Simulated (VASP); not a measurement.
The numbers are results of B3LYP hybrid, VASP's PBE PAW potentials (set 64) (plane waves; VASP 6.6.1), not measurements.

The input files of a VASP run:

File POSCAR:
```
SnSe2
3.8810870
  1.0000000000   0.0000000000   0.0000000000
 -0.4999998712   0.8660254202   0.0000000000
  0.0000000000   0.0000000000   4.4059141163
Sn Se
1 2
Direct
  0.0000000000   0.0000000000   0.5000000000
  0.3333330000   0.6666670000   0.5906370000
  0.6666670000   0.3333330000   0.4093630000
```

KPOINTS:
```
Automatic mesh
0
Gamma
4 4 1
0 0 0
```

### INCAR
```
AEXX = 0.2
AGGAC = 0.81
AGGAX = 0.72
ALDAC = 0.19
ALGO = Normal
EDIFF = 1E-6
ENCUT = 300
GGA = B3
HFRCUT = -1
ISIF = 2
ISMEAR = -1
ISYM = 3
LASPH = .TRUE.
LCHARG = .FALSE.
LHFCALC = .TRUE.
LMAXMIX = 4
LREAL = .FALSE.
LWAVE = .FALSE.
NELM = 100
PREC = Accurate
PRECFOCK = Fast
SIGMA = 0.136
SYSTEM = SnSe2
```

POTCAR, in this order: Sn_d Se (PBE.64 set). Program: vasp_std.

Output

OSZICAR:
```
       N       E                     dE             d eps       ncg     rms          rms(c)
DAV:   1    -0.188082480316E+04   -0.18808E+04   -0.94883E+03   168   0.884E+02
DAV:   2    -0.202733044853E+04   -0.14651E+03   -0.14531E+03   187   0.238E+02
DAV:   3    -0.204129928785E+04   -0.13969E+02   -0.13941E+02   144   0.835E+01
DAV:   4    -0.204171044080E+04   -0.41115E+00   -0.41072E+00   199   0.174E+01
DAV:   5    -0.140334547185E+02    0.20277E+04   -0.61794E+00   182   0.379E+01    0.576E+00
DAV:   6    -0.135485895827E+02    0.48487E+00   -0.11801E+00   186   0.917E+00    0.399E+00
DAV:   7    -0.135507932189E+02   -0.22036E-02   -0.35194E-01   181   0.370E+00    0.248E+00
DAV:   8    -0.135527796573E+02   -0.19864E-02   -0.27840E-02   199   0.102E+00    0.147E+00
DAV:   9    -0.135490500429E+02    0.37296E-02   -0.49012E-03   196   0.602E-01    0.812E-01
DAV:  10    -0.135484549174E+02    0.59513E-03   -0.23833E-03   148   0.304E-01    0.433E-01
DAV:  11    -0.135483278865E+02    0.12703E-03   -0.35359E-04   159   0.128E-01    0.247E-01
DAV:  12    -0.135481647054E+02    0.16318E-03   -0.14868E-04   155   0.101E-01    0.141E-01
DAV:  13    -0.135481783158E+02   -0.13610E-04   -0.86830E-05   156   0.723E-02    0.784E-02
DAV:  14    -0.135481552667E+02    0.23049E-04   -0.11766E-04   154   0.664E-02    0.438E-02
DAV:  15    -0.135481551617E+02    0.10502E-06   -0.26108E-05   156   0.325E-02    0.244E-02
DAV:  16    -0.135481596397E+02   -0.44780E-05   -0.82911E-06   141   0.210E-02    0.138E-02
DAV:  17    -0.135481664076E+02   -0.67679E-05   -0.15287E-05   140   0.242E-02    0.806E-03
DAV:  18    -0.135481707420E+02   -0.43344E-05   -0.26856E-05   132   0.272E-02    0.492E-03
DAV:  19    -0.135481762399E+02   -0.54979E-05   -0.24898E-05   139   0.274E-02    0.318E-03
DAV:  20    -0.135481899651E+02   -0.13725E-04   -0.16272E-05   132   0.187E-02    0.225E-03
DAV:  21    -0.135481921491E+02   -0.21840E-05   -0.87663E-06   139   0.185E-02    0.171E-03
DAV:  22    -0.135481952006E+02   -0.30516E-05   -0.12582E-05   130   0.183E-02    0.139E-03
DAV:  23    -0.135481980031E+02   -0.28024E-05   -0.32434E-06   129   0.105E-02    0.119E-03
DAV:  24    -0.135482001818E+02   -0.21787E-05   -0.27949E-06   147   0.109E-02    0.108E-03
DAV:  25    -0.135482015070E+02   -0.13252E-05   -0.93938E-06   122   0.152E-02    0.958E-04
DAV:  26    -0.135482045238E+02   -0.30168E-05   -0.77267E-06   121   0.157E-02    0.911E-04
DAV:  27    -0.135482045766E+02   -0.52885E-07   -0.12311E-05   121   0.171E-02    0.829E-04
DAV:  28    -0.135482066663E+02   -0.20897E-05   -0.17076E-05   122   0.203E-02    0.795E-04
DAV:  29    -0.135482087082E+02   -0.20419E-05   -0.23739E-05   122   0.242E-02    0.739E-04
DAV:  30    -0.135482059166E+02    0.27916E-05   -0.14924E-05   121   0.200E-02    0.692E-04
DAV:  31    -0.135482102203E+02   -0.43037E-05   -0.71791E-06   113   0.144E-02    0.648E-04
DAV:  32    -0.135482113641E+02   -0.11438E-05   -0.12881E-05   121   0.184E-02    0.621E-04
DAV:  33    -0.135482128978E+02   -0.15337E-05   -0.14282E-05   121   0.192E-02    0.574E-04
DAV:  34    -0.135482135695E+02   -0.67171E-06   -0.79445E-06   113   0.154E-02
   1 F= -.13548214E+02 E0= -.13547798E+02  d E =-.830549E-03
```

File OUTCAR:
```
------------------------ aborting loop because EDIFF is reached ----------------------------------------
  FORCE on cell =-STRESS in cart. coord.  units (eV):
  Direction    XX          YY          ZZ          XY          YZ          ZX
  --------------------------------------------------------------------------------------
  Total        1.0322325      1.0322325      0.7152543      0.0000002      0.0000000      0.0000000
  in kB        7.4141491      7.4141493      5.1374106      0.0000011      0.0000000      0.0000000
  external PRESSURE =       6.6552363 kB  Pullay stress =       0.0000000 kB
  volume of cell :      223.06
      direct lattice vectors                 reciprocal lattice vectors
     3.881087000  0.000000000  0.000000000     0.257659774  0.148759899  0.000000000
    -1.940543000  3.361120000  0.000000000     0.000000000  0.297519874  0.000000000
     0.000000000  0.000000000 17.099736000     0.000000000  0.000000000  0.058480435
 POSITION                                       TOTAL-FORCE (eV/Angst)
 -----------------------------------------------------------------------------------
      0.00000      0.00000      8.54987        -0.000000      0.000000      0.000000
     -0.00000      2.24075     10.09974         0.000000     -0.000000      0.260262
      1.94055      1.12037      7.00000        -0.000000      0.000000     -0.260262
 -----------------------------------------------------------------------------------
    total drift:                               -0.000001      0.000003     -0.000008
  FREE ENERGIE OF THE ION-ELECTRON SYSTEM (eV)
  ---------------------------------------------------
  free  energy   TOTEN  =       -13.5482135695 eV

  energy  without entropy=      -13.5473830207  energy(sigma->0) =      -13.54779830

  exchange ACFDT corr.  =         0.00000000  see jH, gK, PRB 81, 115126
```
(Selected blocks of OUTCAR.)

At this cut-off the stress carries a Pulay error, which pulls relaxed volumes low. The cell holds a wide vacuum, so values per volume refer to the whole cell.

The cell is a sheet with vacuum, built from a generated structure.
